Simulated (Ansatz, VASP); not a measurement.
# W: VASP beside Ansatz, part 2 of 2

Aim: how closely do two programs agree when they are given the same cell, functional and k mesh? The cell is taken from a series of runs on this material, whose earlier steps may have relaxed, scaled, displaced or heated it; both programs get it as it stands.

VASP 6.6.1 and Ansatz 0.2.0.

So far. Step 3 (VASP: single point, PBEsol, pair 1): The run ends at a pressure of 0.16 GPa, with forces up to 0.67 eV/Å.

## 6. VASP: single point, PBEsol, pair 2

Level of this step: PBEsol; plane waves and PAW (W) (VASP).

With cell and atoms fixed, the geometry can't cause a difference; cores, projectors, grids and the points listed under the comparison can.

INCAR

```
SYSTEM = W
PREC = Accurate
ENCUT = 520
EDIFF = 1E-06
NELM = 120
ISMEAR = 1
SIGMA = 0.2
LREAL = .FALSE.
ALGO = Normal
GGA = PS
NBANDS = 40
LASPH = .TRUE.
LORBIT = 11
LWAVE = .FALSE.
LCHARG = .FALSE.
ISIF = 2
LDIPOL = .TRUE.
IDIPOL = 3
DIPOL = 0.5 0.5 0.735
LVHAR = .TRUE.
GGA_COMPAT = .FALSE.
NELMDL = -8
KPAR = 2
```

POSCAR

```
W
1.0
   -3.0799851754     -3.0799851754      0.0000000000
   -3.0799851754      3.0799851754      0.0000000000
    0.0000000000      0.0000000000    -36.4599902000
W
10
Direct
    0.0519483020      0.9480516980      0.8200805945
    0.4480516980      0.5519483020      0.8200805945
    0.9953764382      0.4953764382      0.7793861571
    0.5046235618      0.0046235618      0.7793861571
    0.5000000000      0.5000000000      0.7349149041
    0.0000000000      0.0000000000      0.7349149041
    0.0046235618      0.5046235618      0.6904436511
    0.4953764382      0.9953764382      0.6904436511
    0.9480516980      0.0519483020      0.6497492137
    0.5519483020      0.4480516980      0.6497492137
```

KPOINTS

```
Automatic mesh
0
Gamma
8 8 1
0 0 0
```

The projector-augmented-wave data sets are W (PBE family, release 64).

Launch:

```sh
$ mpirun -np 2 vasp_std
```

Numbers of over 12 decimals in the logs are rounded to 6 here.

Log:

```text
[banner, memory and clock lines left out]
running    2 mpi-ranks, on    1 nodes
[...]
[... a notice as in an earlier step ...]

 LDA part: xc-table for (Slater+PW92), standard interpolation
 POSCAR, INCAR and KPOINTS ok, starting setup
[...]
entering main loop
       N       E                     dE             d eps       ncg     rms          rms(c)
DAV:   1     0.376413172503E+03    0.37641E+03   -0.19915E+04  1680   0.111E+03
DAV:   2    -0.749591410367E+02   -0.45137E+03   -0.42807E+03  2552   0.224E+02
DAV:   3    -0.133508824084E+03   -0.58550E+02   -0.56741E+02  1976   0.877E+01
DAV:   4    -0.137203542447E+03   -0.36947E+01   -0.35958E+01  2592   0.207E+01
[...]
DAV:  39    -0.127852764515E+03   -0.46037E-05   -0.29332E-07  1248   0.250E-03    0.417E-03
DAV:  40    -0.127852766262E+03   -0.17470E-05   -0.11940E-07  1200   0.244E-03    0.139E-03
DAV:  41    -0.127852766730E+03   -0.46819E-06   -0.54543E-08  1200   0.862E-04
   1 F= -.12785277E+03 E0= -.12784742E+03  d E =-.160406E-01
```

From OUTCAR (step 6):

```text
  Total        1.6888601     11.5206116      4.2438176      0.0000000     -0.0000000      0.0000000
  in kB        3.9116543     26.6834709      9.8293205      0.0000000     -0.0000000      0.0000000
  external PRESSURE =      13.4748152 kB  Pullay stress =       0.0000000 kB

 POSITION                                       TOTAL-FORCE (eV/Angst)
 -----------------------------------------------------------------------------------
     -3.07999      2.75999    -29.90013         0.000000      2.484076     -1.047608
     -3.07999      0.32000    -29.90013         0.000000     -2.484076     -1.047608
     -4.59150     -1.53999    -28.41641         0.700770      0.000000      1.342307
     -1.56847     -1.53999    -28.41641        -0.700770      0.000000      1.342307
     -3.07999      0.00000    -26.79499         0.000000      0.000000      0.000000
      0.00000      0.00000    -26.79499         0.000000      0.000000      0.000000
     -1.56847      1.53999    -25.17357        -0.700770      0.000000     -1.342307
     -4.59150      1.53999    -25.17357         0.700770      0.000000     -1.342307
     -3.07999     -2.75999    -23.68985         0.000000     -2.484076      1.047608
     -3.07999     -0.32000    -23.68985         0.000000      2.484076      1.047608
 -----------------------------------------------------------------------------------
    total drift:                                0.000000     -0.000000      0.000084

  FREE ENERGIE OF THE ION-ELECTRON SYSTEM (eV)
  ---------------------------------------------------
  free  energy   TOTEN  =      -127.8527667297 eV

  energy  without entropy=     -127.8367261768  energy(sigma->0) =     -127.84741988

[... 2 parts as in an earlier step ...]

[... 1 further part left out ...]
[key lines of the parts left out:]
E-fermi :  -1.7414
```

The run ends at a pressure of 1.35 GPa, with forces up to 2.7 eV/Å.

## 7. Ansatz: single point, PBEsol, pair 2

The same cell, functional, mesh and smearing now go to Ansatz, which takes its cutoff from its data sets.

The cell is taken from a series of runs on this material, whose earlier steps may have relaxed, scaled, displaced or heated it; both programs get it as it stands.

input.yaml

```yaml
crystal:
  lattice:
    - [-3.0799851754, -3.0799851754, 0.0]
    - [-3.0799851754, 3.0799851754, 0.0]
    - [0.0, 0.0, -36.4599902]
  atoms:
    - { symbol: W, position: [1.051948302, -0.051948302, 0.8200805945] }
    - { symbol: W, position: [0.448051698, 0.551948302, 0.8200805945] }
    - { symbol: W, position: [-0.0046235618, 0.4953764382, 0.7793861571] }
    - { symbol: W, position: [0.5046235618, 0.0046235618, 0.7793861571] }
    - { symbol: W, position: [0.5, 0.5, 0.7349149041] }
    - { symbol: W, position: [0.0, 0.0, 0.7349149041] }
    - { symbol: W, position: [0.0046235618, 0.5046235618, 0.6904436511] }
    - { symbol: W, position: [0.4953764382, -0.0046235618, 0.6904436511] }
    - { symbol: W, position: [0.948051698, 0.051948302, 0.6497492137] }
    - { symbol: W, position: [0.551948302, 0.448051698, 0.6497492137] }
  periodic: [true, true, false]
kpoints:
  mp_grid: { grid: [8, 8, 1] }
hamiltonian:
  xc: pbesol
  pseudopotentials: { kind: paw, azcp: { folder: soft_1 }, xc_functional: pbe }
scf:
  occupations: { method: methfessel_paxton, width: 0.2 }
output:
  forces: true
  stress: true
  eigenvalues: true
  write_density: true
  write_potential: true
  elf: true
  volumetric_format: npy
```

Launch:

```sh
$ ansatz run input.yaml --threads 8 --pin off --max-ram 16384MiB --backend cpu --events-out ev --progress --plain --runs-dir out
```

Log:

```text
[...]
Crystal: 10 atoms, lattice volume = 691.741 Å³
Basis set: ecut = 420 eV, 13513 PW (Γ), exchange–correlation on 60×60×500 points (8 copies of the dense FFT grid, shifted against one another)
Bands: 84, of which v1, the nominal top of the filled ones, is band 70 counted from 1 (69 counted from 0)
Symmetry: 8 space group operations
[...]
k-points: 21 of 64
[...]
k-point 0: bands = [... 66 lower, -5.1056, -4.9731, -4.7365, -4.7325, -4.4528, -4.0613, -3.4970, -3.4443, ... 10 higher]
  k-point 1: bands = [... 66 lower, -5.3282, -4.9550, -4.8593, -4.7032, -4.3010, -3.9819, -3.6343, -3.3932, ... 10 higher]
  k-point 2: bands = [... 66 lower, -5.5524, -5.2249, -5.0197, -4.4758, -4.2237, -4.0923, -3.6619, -3.6570, ... 10 higher]
  k-point 20: bands = [... 66 lower, -5.3824, -5.0750, -4.6725, -4.5896, -4.5130, -4.4943, -3.8965, -3.6939, ... 10 higher]
[key lines of the parts left out:]
SCF converged after 11 iterations
Free energy (F): -102564.602401 eV
Fermi energy:    -4.580235 eV
P = ½ c Tr σ = 8.9161 N/m
```

## 8. Differences

What differs besides the data sets and the points named for the pairs above, as far as they apply: the data sets hold 140 valence electrons in Ansatz (on its PAW soft_1 files) and 60 in VASP. Total energies have different zeros and are not compared.

Forces (eV/Å; atoms numbered as in POSCAR):

```tsv
atom	Ansatz x, y, z	VASP x, y, z
W1	0.000, 3.007, -1.396	0.000, 2.484, -1.048
W2	0.000, -3.007, -1.396	0.000, -2.484, -1.048
W3	0.989, 0.000, 1.518	0.701, 0.000, 1.342
W4	-0.989, 0.000, 1.518	-0.701, 0.000, 1.342
W5	0.000, 0.000, 0.000	0.000, 0.000, 0.000
W6	0.000, 0.000, 0.000	0.000, 0.000, 0.000
W7	-0.989, 0.000, -1.518	-0.701, 0.000, -1.342
W8	0.989, 0.000, -1.518	0.701, 0.000, -1.342
W9	0.000, -3.007, 1.396	0.000, -2.484, 1.048
W10	0.000, 3.007, 1.396	0.000, 2.484, 1.048
```

The forces differ by 260 meV/Å r.m.s., which is 23.1 % of the r.m.s. force of 1.129 eV/Å (both taken over all components). With vacuum in the cell, a pressure given here is an average over mostly empty space and none of the material.

## 9. VASP: single point, PBEsol, pair 3

With cell and atoms fixed, the geometry can't cause a difference; cores, projectors, grids and the points listed under the comparison can.

INCAR is that of step 6.

POSCAR

```
W
1.0
   -3.0799851754     -3.0799851754      0.0000000000
   -3.0799851754      3.0799851754      0.0000000000
    0.0000000000      0.0000000000    -36.4599902000
W
10
Direct
    0.0000000000      0.0091832492      0.8200805945
    0.5000000000      0.4908167508      0.8200805945
    0.0000000000      0.5008173380      0.7793861571
    0.5000000000      0.9991826620      0.7793861571
    0.5000000000      0.5000000000      0.7349149041
    0.0000000000      0.0000000000      0.7349149041
    0.0000000000      0.4991826620      0.6904436511
    0.5000000000      0.0008173380      0.6904436511
    0.0000000000      0.9908167508      0.6497492137
    0.5000000000      0.5091832492      0.6497492137
```

KPOINTS is that of step 6.

Launch:

```sh
$ mpirun -np 2 vasp_std
```

Log:

```text
[... set-up lines as in an earlier step ...]
 entering main loop
       N       E                     dE             d eps       ncg     rms          rms(c)
DAV:   1     0.367448260452E+03    0.36745E+03   -0.19762E+04  2000   0.111E+03
DAV:   2    -0.758916750237E+02   -0.44334E+03   -0.42006E+03  3032   0.221E+02
DAV:   3    -0.134679921944E+03   -0.58788E+02   -0.56767E+02  2408   0.868E+01
DAV:   4    -0.138304500092E+03   -0.36246E+01   -0.35043E+01  3144   0.205E+01
[...]
DAV:  31    -0.128105323867E+03   -0.20357E-05   -0.19462E-07  1456   0.179E-03    0.179E-03
DAV:  32    -0.128105325189E+03   -0.13219E-05   -0.15943E-07  1440   0.144E-03    0.136E-03
DAV:  33    -0.128105325705E+03   -0.51629E-06   -0.74562E-08  1432   0.109E-03
   1 F= -.12810533E+03 E0= -.12809856E+03  d E =-.202862E-01
```

Parts of OUTCAR (step 9):

```text
  Total       -2.7879019     -2.7879019     -2.9362234      0.0376276      0.0000000      0.0000000
  in kB       -6.4572005     -6.4572005     -6.8007354      0.0871513      0.0000000      0.0000000
  external PRESSURE =      -6.5717121 kB  Pullay stress =       0.0000000 kB

 POSITION                                       TOTAL-FORCE (eV/Angst)
 -----------------------------------------------------------------------------------
     -0.02828      0.02828    -29.90013        -0.220401      0.220401      0.290096
     -3.05170     -0.02828    -29.90013         0.220401     -0.220401      0.290096
     -1.54251      1.54251    -28.41641        -0.001975      0.001975     -0.112597
     -4.61746      1.53748    -28.41641         0.001975     -0.001975     -0.112597
     -3.07999      0.00000    -26.79499        -0.000000      0.000000     -0.000000
      0.00000      0.00000    -26.79499         0.000000      0.000000     -0.000000
     -1.53748      1.53748    -25.17357         0.001975     -0.001975      0.112597
     -1.54251     -1.53748    -25.17357        -0.001975      0.001975      0.112597
     -3.05170      3.05170    -23.68985         0.220401     -0.220401     -0.290096
     -3.10827      0.02828    -23.68985        -0.220401      0.220401     -0.290096
 -----------------------------------------------------------------------------------
    total drift:                               -0.000000      0.000000      0.000070

  FREE ENERGIE OF THE ION-ELECTRON SYSTEM (eV)
  ---------------------------------------------------
  free  energy   TOTEN  =      -128.1053257049 eV

  energy  without entropy=     -128.0850394596  energy(sigma->0) =     -128.09856362

[... 1 part as in an earlier step ...]

[... 2 further parts left out ...]
[key lines of the parts left out:]
E-fermi :  -1.5534
```

The run ends at a pressure of -0.66 GPa, with forces up to 0.43 eV/Å.

## 10. Ansatz: single point, PBEsol, pair 3

The same cell, functional, mesh and smearing now go to Ansatz, which takes its cutoff from its data sets.

The cell is taken from a series of runs on this material, whose earlier steps may have relaxed, scaled, displaced or heated it; both programs get it as it stands.

input.yaml

```yaml
crystal:
  lattice:
    - [-3.0799851754, -3.0799851754, 0.0]
    - [-3.0799851754, 3.0799851754, 0.0]
    - [0.0, 0.0, -36.4599902]
  atoms:
    - { symbol: W, position: [1.0, 0.0091832492, 0.8200805945] }
    - { symbol: W, position: [0.5, 0.4908167508, 0.8200805945] }
    - { symbol: W, position: [0.0, 0.500817338, 0.7793861571] }
    - { symbol: W, position: [0.5, -0.000817338, 0.7793861571] }
    - { symbol: W, position: [0.5, 0.5, 0.7349149041] }
    - { symbol: W, position: [0.0, 0.0, 0.7349149041] }
    - { symbol: W, position: [0.0, 0.499182662, 0.6904436511] }
    - { symbol: W, position: [0.5, 0.000817338, 0.6904436511] }
    - { symbol: W, position: [1.0, -0.0091832492, 0.6497492137] }
    - { symbol: W, position: [0.5, 0.5091832492, 0.6497492137] }
  periodic: [true, true, false]
kpoints:
  mp_grid: { grid: [8, 8, 1] }
hamiltonian:
  xc: pbesol
  pseudopotentials: { kind: paw, azcp: { folder: soft_1 }, xc_functional: pbe }
scf:
  occupations: { method: methfessel_paxton, width: 0.2 }
output:
  forces: true
  stress: true
  eigenvalues: true
```

Launch:

```sh
$ ansatz run input.yaml --threads 8 --pin off --max-ram 16384MiB --backend cpu --events-out ev --progress --plain --runs-dir out
```

Log:

```text
[...]
Crystal: 10 atoms, lattice volume = 691.741 Å³
Basis set: ecut = 420 eV, 13513 PW (Γ), exchange–correlation on 60×60×500 points (8 copies of the dense FFT grid, shifted against one another)
Bands: 84, of which v1, the nominal top of the filled ones, is band 70 counted from 1 (69 counted from 0)
Symmetry: 8 space group operations
[...]
k-points: 25 of 64
[...]
k-point 1: bands = [... 66 lower, -4.7210, -4.6409, -4.5857, -4.3126, -3.7805, -3.4472, -3.1645, -2.9265, ... 10 higher]
  k-point 2: bands = [... 66 lower, -4.8522, -4.6738, -4.4936, -4.0127, -3.8639, -3.6491, -3.5851, -3.5603, ... 10 higher]
  k-point 24: bands = [... 66 lower, -4.3834, -4.3834, -4.3593, -4.3593, -4.2975, -4.2975, -3.4479, -3.4479, ... 10 higher]
  ° read free of the cell's end (the report's vacuum.weakly_bound_levels)
[key lines of the parts left out:]
SCF converged after 11 iterations
Free energy (F): -102565.086080 eV
Fermi energy:    -4.319433 eV
P = ½ c Tr σ = 0.2974 N/m
```

## 11. Comparison

What differs besides the data sets and the points named for the pairs above, as far as they apply: the data sets hold 140 valence electrons in Ansatz (on its PAW soft_1 files) and 60 in VASP. Total energies have different zeros and are not compared.

Forces (eV/Å; atoms numbered as in POSCAR):

```tsv
atom	Ansatz x, y, z	VASP x, y, z
W1	-0.193, 0.193, 0.013	-0.220, 0.220, 0.290
W2	0.193, -0.193, 0.013	0.220, -0.220, 0.290
W3	-0.029, 0.029, -0.011	-0.002, 0.002, -0.113
W4	0.029, -0.029, -0.011	0.002, -0.002, -0.113
W5	0.000, 0.000, 0.000	0.000, 0.000, 0.000
W6	0.000, 0.000, 0.000	0.000, 0.000, 0.000
W7	0.029, -0.029, 0.011	0.002, -0.002, 0.113
W8	-0.029, 0.029, 0.011	-0.002, 0.002, 0.113
W9	0.193, -0.193, -0.013	0.220, -0.220, -0.290
W10	-0.193, 0.193, -0.013	-0.220, 0.220, -0.290
```

The forces differ by 110 meV/Å r.m.s., which is 68.2 % of the r.m.s. force of 0.161 eV/Å (both taken over all components). With vacuum in the cell, a pressure given here is an average over mostly empty space and none of the material.

## 12. Outcome

| Item | Value |
| --- | --- |
| r.m.s. force difference (single point, PBEsol, pair 1) | 57 % of the r.m.s. force |
| r.m.s. force difference (single point, PBEsol, pair 2) | 23 % of the r.m.s. force |
| r.m.s. force difference (single point, PBEsol, pair 3) | 110 meV/Å |

The r.m.s. force difference is 57 % of the r.m.s. force (single point, PBEsol, pair 1), beyond the 3 % picked in this series as the mark of a large difference. The data sets hold unlike numbers of valence electrons (140 in Ansatz and 60 in VASP), so part of the differences comes from the potentials. Single point, PBEsol, pair 1, VASP with the data sets W_sv and a cutoff of 400 eV: r.m.s. force difference goes from 174 to 37 meV/Å. What causes the difference of the single point, PBEsol, pair 2 pair stays open here. What causes the difference of the single point, PBEsol, pair 3 pair stays open here. 1 further run of this series is not shown here. Such differences can come from data sets, numerical settings and the points named under the comparisons, not from the functional's error against experiment.

[Lines on the potential files, build, host, timing and source positions are cut from VASP's logs without a mark.]

[Logs are printed without paths, hosts, clocks, repeated set-up lines and the standing remarks that a program may print on its own settings, such as how far it seeks lower states.]

[Hosts, paths, dates, database ids (printed as entryN), source tags and the programs' standing remarks are cut or masked in the printed files.]
